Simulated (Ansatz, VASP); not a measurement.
# K2Si3O7: VASP beside Ansatz

One calculation is typed for both programs; each brings its own data sets. How far apart do they land? The structure shown is frame 197 of Ansatz's trajectory.

Calculated with Ansatz 0.2.0; plane waves, with VASP 6.6.1 beside it; single point at revPBE.

### Step 1. Starting point

The cell holds 60 atoms: 15 Si, 10 K and 35 O. Cell: a = 9.950 Å, b = 9.950 Å, c = 9.950 Å, α = 90.0°, β = 90.0°, γ = 90.0°. As first built, before any earlier steps moved the atoms (in the runner's words): 60 atoms (15 Si, 10 K, 35 O) placed at random at 2.39 g/cm^3, melted at 4000 K for 10 ps at fixed volume with the Morse and Coulomb pair potential with partial charges (Pedone, Malavasi, Menziani, Cormack and Segre, J. Phys. Chem. B 110, 11780 (2006)). Quenched from 4000 K to 300 K at 50 K/ps and fixed volume, held 10 ps at zero pressure.

### Step 2. Ansatz: dynamics, revPBE

Ansatz runs on its default PAW (the set named soft_2) files.

One frame of this run of dynamics is then solved in both programs, so the motion causes no difference.

input.yaml

```yaml
crystal:
  lattice:
    - [9.95027, 0.0, 0.0]
    - [0.0, 9.95027, 0.0]
    - [0.0, 0.0, 9.95027]
  atoms:
    - { symbol: Si, position: [0.87361, 0.64111, 0.62669] }
    - { symbol: Si, position: [0.02383, 0.8794, 0.75073] }
    - { symbol: Si, position: [0.32282, 0.24967, 0.39574] }
    - { symbol: Si, position: [0.23637, 0.01093, 0.59742] }
    - { symbol: Si, position: [0.2028, 0.8221, 0.35196] }
    - { symbol: Si, position: [0.81454, 0.90819, 0.98871] }
    - { symbol: Si, position: [0.52496, 0.01564, 0.75552] }
    - { symbol: Si, position: [0.68146, 0.86465, 0.51622] }
    - { symbol: Si, position: [0.41237, 0.90897, 0.02365] }
    - { symbol: Si, position: [0.71613, 0.54403, 0.1878] }
    - { symbol: Si, position: [0.19551, 0.67853, 0.94514] }
    - { symbol: Si, position: [0.4973, 0.77567, 0.28647] }
    - { symbol: Si, position: [0.21092, 0.09379, 0.15117] }
    - { symbol: Si, position: [0.98236, 0.7039, 0.17058] }
    - { symbol: Si, position: [0.68628, 0.63632, 0.89141] }
    - { symbol: K, position: [0.55188, 0.46729, 0.50377] }
    - { symbol: K, position: [0.75596, 0.2834, 0.92058] }
    - { symbol: K, position: [0.62592, 0.12992, 0.23684] }
    - { symbol: K, position: [0.01989, 0.37892, 0.35563] }
    - { symbol: K, position: [0.44293, 0.37402, 0.86423] }
    - { symbol: K, position: [0.73441, 0.22253, 0.56613] }
    - { symbol: K, position: [0.14212, 0.30098, 0.84879] }
    - { symbol: K, position: [0.22928, 0.58977, 0.58147] }
    - { symbol: K, position: [0.3429, 0.49509, 0.1638] }
    - { symbol: K, position: [0.90531, 0.09656, 0.25383] }
    - { symbol: O, position: [0.5516, 0.6039, 0.82126] }
    - { symbol: O, position: [0.33437, 0.73379, 0.31125] }
    - { symbol: O, position: [0.55716, 0.83661, 0.419] }
    - { symbol: O, position: [0.7818, 0.97062, 0.44503] }
    - { symbol: O, position: [0.70701, 0.39713, 0.2534] }
    - { symbol: O, position: [0.24088, 0.54835, 0.88068] }
    - { symbol: O, position: [0.75952, 0.04754, 0.02415] }
    - { symbol: O, position: [0.59116, 0.64617, 0.24449] }
    - { symbol: O, position: [0.91672, 0.83998, 0.10062] }
    - { symbol: O, position: [0.97305, 0.76664, 0.63928] }
    - { symbol: O, position: [0.63256, 0.93714, 0.65181] }
    - { symbol: O, position: [0.86244, 0.607, 0.2135] }
    - { symbol: O, position: [0.19945, 0.95246, 0.245] }
    - { symbol: O, position: [0.23458, 0.14359, 0.49527] }
    - { symbol: O, position: [0.56638, 0.16327, 0.76818] }
    - { symbol: O, position: [0.90354, 0.92366, 0.85064] }
    - { symbol: O, position: [0.2755, 0.20647, 0.24349] }
    - { symbol: O, position: [0.4951, 0.9375, 0.88869] }
    - { symbol: O, position: [0.81158, 0.62428, 0.78394] }
    - { symbol: O, position: [0.92568, 0.50629, 0.57058] }
    - { symbol: O, position: [0.48015, 0.89061, 0.17241] }
    - { symbol: O, position: [0.46939, 0.20966, 0.41865] }
    - { symbol: O, position: [0.38037, 0.01769, 0.67756] }
    - { symbol: O, position: [0.06467, 0.74528, 0.30506] }
    - { symbol: O, position: [0.12275, 0.78026, 0.83778] }
    - { symbol: O, position: [0.71181, 0.77684, 0.96265] }
    - { symbol: O, position: [0.31583, 0.77484, 0.00799] }
    - { symbol: O, position: [0.10599, 0.00152, 0.69125] }
    - { symbol: O, position: [0.74736, 0.71923, 0.54703] }
    - { symbol: O, position: [0.321, 0.04292, 0.04101] }
    - { symbol: O, position: [0.22468, 0.88407, 0.4947] }
    - { symbol: O, position: [0.7014, 0.53854, 0.01929] }
    - { symbol: O, position: [0.30003, 0.40495, 0.41432] }
    - { symbol: O, position: [0.08473, 0.16104, 0.09653] }
    - { symbol: O, position: [0.09215, 0.65268, 0.06762] }
kpoints:
  mp_grid: { grid: [1, 1, 1] }
hamiltonian:
  xc: revpbe
scf:
  occupations: { method: gaussian, width: 0.05 }
output:
  forces: true
md:
  timestep: 1.0
  n_steps: 590
  ensemble: nvt_nose_hoover
  temperature: 300
  initial_velocities: maxwell_boltzmann
  seed: 922
```

Command:

```
$ ansatz run input.yaml --threads 4 --pin off --max-ram 8192MiB --backend cpu --events-out ev --progress --plain --runs-dir out
```

Numbers of over 12 decimals in the logs are rounded to 6 here.

Log:

```text
Warning: md: disabling space-group detection — thermal motion breaks the input geometry's symmetry, so no spatial operation reduces the k-mesh or symmetrises the density; time reversal is kept, so that k and −k are solved as one point where they differ and the mesh holds both, and exact exchange and, on two spinor components, a DFT+U term hold to it where the run has them: on two components no moment then forms, and  [...]
Engine: ansatz 0.2.0, aarch64-unknown-linux-gnu
Pseudopotentials: kind: paw
Pseudopotential: Si, paw, valence charge 4, recommended cutoff 420 eV (normal), Si.paw.azcp
Pseudopotential: K, paw, valence charge 9, recommended cutoff 420 eV (normal), K.paw.azcp
Pseudopotential: O, paw, valence charge 6, recommended cutoff 420 eV (normal), O.paw.azcp
Functional definition: revPBE
  parameter kappa = 1.245
  parameter beta = 0.066725
  exchange = pbe_x(kappa = kappa, mu = beta*pi^2/3)
  correlation = pbe_c(beta = beta)
Crystal: 60 atoms, lattice volume = 985.155 Å³
Basis set: ecut = 420 eV, 19309 PW (Γ), exchange–correlation on 144×144×144 points (8 copies of the dense FFT grid, shifted against one another)
Bands: 240, of which v1, the nominal top of the filled ones, is band 180 counted from 1 (179 counted from 0)
Symmetry: 1 space group operations
k-points: 1
Non-local potential: Si, projectors of the file, l = 0: 2, l = 1: 2, l = 2: 2
Non-local potential: K, projectors of the file, l = 0: 3, l = 1: 2, l = 2: 2
Non-local potential: O, projectors of the file, l = 0: 2, l = 1: 2, l = 2: 1
PAW form: soft (Blöchl's): semilocal exchange-correlation on the pseudo side does not see the compensation charge
PAW frozen core: Si, regenerated for the run's functional, and the local potential with it (the file was generated under x = pbe(κ = 0.804, μ = 0.219515), c = pbe(β = 0.066725))
PAW frozen core: K, regenerated for the run's functional, and the local potential with it (the file was generated under x = pbe(κ = 0.804, μ = 0.219515), c = pbe(β = 0.066725))
PAW frozen core: O, regenerated for the run's functional, and the local potential with it (the file was generated under x = pbe(κ = 0.804, μ = 0.219515), c = pbe(β = 0.066725))
PAW one-centre angular grid: Si, 110 points (default); XC on 64 Gauss nodes
PAW one-centre angular grid: K, 110 points (default); XC on 64 Gauss nodes
PAW one-centre angular grid: O, 110 points (default); XC on 64 Gauss nodes
Initial density: superposition of atomic densities (neutral atoms: chi_scale 0, normalization atom), corrected by the library's trained network
Initial wavefunctions: pseudopotential atomic-orbital guess
Functional: x = revpbe(κ = 1.245, μ = 0.219515), c = pbe(β = 0.066725)
SCF iter   1: F=—  HF=-44940.825171 eV  |F-HF|=—  |Δ(HF+E_count)|=         —  Δρ=3.63e-3  dr2=1.66e-1  ethr=1.77e-3  ⟨swp⟩=6.0  Hψ=1132  notcnv=0  defer=50
preconditioner: auto → Resta (q_TF=auto, 2.307 Å⁻¹)  ε∞=3.0  [insulator: Δε(μ)=2.757 eV  Ē_g=15.512 eV  σ=0.050 eV  W_gap=1.00  n_scr=202 (ndim 8)  ℏωp=21.8 eV  f_vac=0.177  D(μ)=0.00/eV (n_scr^D=0)  ε∞_Penn≈3.0]
SCF iter   2: F=—  HF=-44940.800596 eV  |F-HF|=—  |Δ(HF+E_count)|=   2.46e-2  Δρ=1.91e-3  dr2=3.17e-2  ethr=4.60e-5  ⟨swp⟩=2.0  Hψ=428  notcnv=0  defer=54
SCF iter   3: F=—  HF=-44940.801878 eV  |F-HF|=—  |Δ(HF+E_count)|=   1.28e-3  Δρ=7.64e-4  dr2=9.48e-3  ethr=8.81e-6  ⟨swp⟩=2.0  Hψ=335  notcnv=0  defer=54
SCF iter   4: F=—  HF=-44940.802101 eV  |F-HF|=—  |Δ(HF+E_count)|=   2.23e-4  Δρ=3.15e-4  dr2=1.04e-3  ethr=2.63e-6  ⟨swp⟩=2.0  Hψ=336  notcnv=0  defer=54
SCF iter   5: F=—  HF=-44940.802219 eV  |F-HF|=—  |Δ(HF+E_count)|=   1.17e-4  Δρ=1.38e-4  dr2=2.02e-4  ethr=2.88e-7  ⟨swp⟩=2.0  Hψ=329  notcnv=0  defer=54
SCF iter   6: F=—  HF=-44940.802341 eV  |F-HF|=—  |Δ(HF+E_count)|=   1.22e-4  Δρ=4.93e-5  dr2=2.37e-5  ethr=5.62e-8  ⟨swp⟩=2.0  Hψ=331  notcnv=0  defer=54
SCF iter   7: F=—  HF=-44940.803836 eV  |F-HF|=—  |Δ(HF+E_count)|=   1.50e-3  Δρ=2.07e-5  dr2=3.85e-6  ethr=6.58e-9  ⟨swp⟩=2.0  Hψ=412  notcnv=0  defer=54
SCF iter   8: F=—  HF=-44940.803839 eV  |F-HF|=—  |Δ(HF+E_count)|=   2.17e-6  Δρ=5.75e-6  dr2=3.83e-7  ethr=1.07e-9  ⟨swp⟩=2.0  Hψ=332  notcnv=0  defer=54
SCF iter   9: F=—  HF=-44940.803839 eV  |F-HF|=—  |Δ(HF+E_count)|=   6.13e-7  Δρ=3.74e-6  dr2=1.16e-7  ethr=1.06e-10  ⟨swp⟩=2.0  Hψ=356  notcnv=0  defer=54
SCF iter  10: F=-44940.803839 eV  HF=-44940.803839 eV  |F-HF|=1.08e-8  |Δ(HF+E_count)|=   2.62e-8  Δρ=8.89e-7  dr2=8.47e-9  ethr=1.67e-11  ⟨swp⟩=4.0  Hψ=741  notcnv=0
[...]
automatic band count: iteration 1 solves 208 bands in place of 240: the levels show a gap, and the empty bands left out lie too high to hold charge; the band table lists the bands solved (type scf.n_extra_bands for more)
md step   581: t =   581.00 fs  T =   258.7 K  F+E_penalty+E_count = -44945.23569690 eV  E_kin = 1.973299 eV  conserved = -44938.53029078 eV  (4 SCF iters)
[... from here on, the SCF cycles and remarks between the steps are left out ...]
md step   582: t =   582.00 fs  T =   260.2 K  F+E_penalty+E_count = -44945.24207783 eV  E_kin = 1.984243 eV  conserved = -44938.53015965 eV  (4 SCF iters)
md step   583: t =   583.00 fs  T =   264.3 K  F+E_penalty+E_count = -44945.26912773 eV  E_kin = 2.015565 eV  conserved = -44938.53041366 eV  (4 SCF iters)
md step   584: t =   584.00 fs  T =   270.5 K  F+E_penalty+E_count = -44945.31267758 eV  E_kin = 2.063200 eV  conserved = -44938.53098561 eV  (4 SCF iters)
md step   585: t =   585.00 fs  T =   277.8 K  F+E_penalty+E_count = -44945.36359751 eV  E_kin = 2.118226 eV  conserved = -44938.53168943 eV  (3 SCF iters)
md step   586: t =   586.00 fs  T =   284.5 K  F+E_penalty+E_count = -44945.41060960 eV  E_kin = 2.169580 eV  conserved = -44938.53230389 eV  (4 SCF iters)
md step   587: t =   587.00 fs  T =   289.4 K  F+E_penalty+E_count = -44945.44364001 eV  E_kin = 2.207325 eV  conserved = -44938.53266343 eV  (3 SCF iters)
md step   588: t =   588.00 fs  T =   291.8 K  F+E_penalty+E_count = -44945.45640423 eV  E_kin = 2.225195 eV  conserved = -44938.53270461 eV  (3 SCF iters)
md step   589: t =   589.00 fs  T =   291.3 K  F+E_penalty+E_count = -44945.44752255 eV  E_kin = 2.221729 eV  conserved = -44938.53245643 eV  (3 SCF iters)
md step   590: t =   590.00 fs  T =   288.5 K  F+E_penalty+E_count = -44945.42018619 eV  E_kin = 2.199986 eV  conserved = -44938.53200621 eV  (8 SCF iters)
SCF converged after 8 iterations
Free energy (F): -44945.420186 eV
Harris-Foulkes:  -44945.420186 eV  (|F-HF|=1.43e-9)
Internal energy: -44945.420186 eV  (E = F + TS)
E sigma→0 (E₀):  -44945.420186 eV
Fermi energy:    5.238771 eV
--- Per-component energies (eV) ---
  E_band       = -2110.747361
  E_kinetic    = 9442.966353
  E_local      = -25178.430680  (includes V_loc(G=0)·N_el)
  E_nonlocal   = 2124.537603
  E_hartree    = 9387.397094
  E_xc         = -4813.866282
  E_vxc        = -5697.089086  (∫ρ·V_xc dr)
  E_paw        = -21154.095820  (= ΣΔE_a)
  E_vpaw       = -1577.613971  (= ΣTr[D̂ρ^β])
  E_aug_tail   = 0.087521  (compensation charges beyond the density's cutoff)
  E_ewald      = -14752.828966
  E_core_change = -1.187010  (= ΣΔE_core)
  E_smearing   = -0.000000  (= −TS)
  E_closure    = 0.000000  (closes the sum)
  Σ components = -44945.420186   (vs F -44945.420186, Δ=0.00e0)
--- Forces (eV/Å), atoms counted from 1 ---
  atom   1  Si     0.52091017     1.34211820     0.59308567
  atom   2  Si    -0.45038560     1.19984965     0.14743498
  atom   3  Si     0.12944389     0.39300444    -0.78610586
  atom   4  Si     0.76511075    -1.13671654     1.29994941
  atom   5  Si    -0.18225146     0.62905845     0.34972364
  atom   6  Si     0.56159705     0.69322219     0.25765375
  atom   7  Si    -1.00952136    -0.89084382     0.30406896
  atom   8  Si     1.10852357     1.18644606     0.85372101
  atom   9  Si    -0.55327725     1.88357291    -0.52917150
  atom  10  Si    -2.16216071     0.25621154    -1.19641334
  atom  11  Si    -0.19707290    -0.17738658    -0.44386142
  atom  12  Si     0.26309856    -1.11157453    -1.11268931
  atom  13  Si     0.63037629    -1.41119535    -1.29979959
  atom  14  Si     0.22527211     2.97204635    -0.02951509
  atom  15  Si     0.29649005     0.70121059    -0.95937623
  atom  16  K      0.18305839     0.31579870     0.08701449
  atom  17  K     -0.03109353    -0.00556499    -0.30745397
  atom  18  K     -0.00938626    -0.05930323    -0.28227355
  atom  19  K      0.31716316    -0.28779000     0.28994182
  atom  20  K     -0.35027917     0.14635939    -0.16954980
  atom  21  K      0.18265616    -0.09739880    -0.02009470
  atom  22  K      0.13133068    -0.11411493     0.21698570
  atom  23  K     -0.08336579     0.03369550    -0.06783423
  atom  24  K     -0.21996964    -0.28302757     0.08075123
[...]
atom  53  O     -0.52010233    -0.29167992     0.00686890
  atom  54  O      0.10584417    -0.30895739    -0.06915293
  atom  55  O      1.11782323    -0.45727895    -0.64783270
  atom  56  O      0.02036716     1.20620891     0.49043138
  atom  57  O      0.55686149    -0.57041807     2.22412998
  atom  58  O      0.77987777    -0.64886528     0.06636513
  atom  59  O     -0.59583173     0.42197804     0.14428677
  atom  60  O      0.62210548    -1.03853792    -0.49324226
  max |Σ_I F_I| component: 3.53e-5 eV/Å
--- MD trajectory: 590 steps, t = 0.0 → 590.0 fs ---
  final state: T = 288.5 K   F+E_penalty+E_count = -44945.42018619 eV   E_kin = 2.199986 eV
  conserved energy: peak-to-peak 1.821e-2 eV (3.035e-4 eV/atom) over 590.0 fs
```

In the SCF lines HF is the Harris–Foulkes energy and dr2 the Hartree energy of the density residual, in eV; the loop may stop once dr2 is under the threshold and the program's other checks hold. Hψ counts applications of the Hamiltonian.

(Continued in part 2 of 2.)

[Lines on the potential files, build, host, timing and source positions are cut from VASP's logs without a mark.]

[Logs are printed without paths, hosts, clocks, repeated set-up lines and the standing remarks that a program may print on its own settings, such as how far it seeks lower states.]

[Hosts, paths, dates, database ids (printed as entryN), source tags and the programs' standing remarks are cut or masked in the printed files.]
